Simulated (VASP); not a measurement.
Consider the following.

```yaml
crystal:
  lattice:
    - [0.00000, 2.65852, 2.65852]
    - [2.65852, 0.00000, 2.65852]
    - [2.65852, 2.65852, 0.00000]
  atoms:
    - { symbol: Si, position: [0.00000, 0.00000, 0.00000] }
    - { symbol: Si, position: [0.25000, 0.25000, 0.25000] }
```

Computed with SCAN meta-GGA, VASP's PBE PAW potentials (set 64) (plane waves; VASP 6.6.1). Run with 520 eV cut-off, 8×8×8 Γ-centred mesh, Gaussian smearing of 0.050 eV, potentials Si.

Give the stress tensor in GPa (positive for a compressed cell).

```
6.95  0.00  0.00
0.00  6.95  0.00
0.00  0.00  6.95
```
The pressure is its mean diagonal, 6.95 GPa.

The compound is Si in the diamond structure. This cell is one point of a volume scan, at 0.94 of the reference volume.
